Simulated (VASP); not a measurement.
```yaml
crystal:
  lattice:
    - [1.87356, -3.24511, 0.00000]
    - [1.87356, 3.24511, 0.00000]
    - [0.00000, 0.00000, 6.54474]
  atoms:
    - { symbol: Zr, position: [0.00000, 0.00000, 0.00000] }
    - { symbol: Se, position: [0.33333, 0.66667, 0.23783] }
    - { symbol: Se, position: [0.66667, 0.33333, 0.76217] }
```

These are PBE GGA, VASP's PBE PAW potentials (set 64) (plane waves; VASP 6.6.1) values and carry that method's errors. Numerical set-up: 480 eV cut-off, 6×6×4 Γ-centred mesh, Gaussian smearing of 0.050 eV, potentials Zr_sv Se.

Without a dispersion term in the relaxation, distances and binding between the weakly bound layers, chains or molecules are unreliable, and so is what depends on them.

Problem. What does the run give for the energy per atom (σ→0), pressure?

Solution. 
The energy per atom (σ→0) is -6.513 eV/atom. The pressure comes out as 3.71 GPa.

Only differences to runs with the same potentials and settings are physical.

The compound is ZrSe2 in the 1T layered structure. This cell was strained or had an atom moved on purpose.
